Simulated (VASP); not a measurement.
ZnCl4, 5 atoms in the cell. It takes space group I-43m (No. 217, cubic). The conventional cell has a = 6.255 Å, b = 6.255 Å, c = 6.255 Å, α = 90.00°, β = 90.00°, γ = 90.00°. Zn (site symmetry -43m) has 4 Cl at 2.19 Å as nearest neighbours. Cl (site symmetry 3m) has 1 Zn at 2.19 Å as nearest neighbours. The cell was built by a generator and needn't be a form met in nature. The cell isn't the ideal one: volume scaled by 0.88.

- Program: VASP 6.6.1
- Task: single point
- Functional: LAK
- Potentials or basis: VASP PAW PBE potentials, release 64 (Zn, Cl)
- Cutoff: 520 eV
- k mesh: 6 × 6 × 6
- Occupations: fermi-dirac, width 0.1 eV
- Spin: no spin polarisation
- Further INCAR settings: ALGO = Normal; EDIFF = 1e-06; NBANDS = 28

Potentials or basis: VASP PAW PBE potentials, release 64 (Zn, Cl).

Launch:

```sh
$ cat potpaw_PBE.64/Zn/POTCAR potpaw_PBE.64/Cl/POTCAR > POTCAR
$ mpirun -np 1 vasp_std > vasp.out
```

Hardware: 1 thread of Intel(R) Xeon(R) Platinum 8488C (Sapphire Rapids), with other jobs on the host.

**Question.** Estimate the wall time of this run.

**Answer.** Run time: 4.2 min on 1 thread of Intel(R) Xeon(R) Platinum 8488C (Sapphire Rapids), with other jobs on the host, peak memory 0.27 GiB. Counts: scf iterations 21, k points 16.
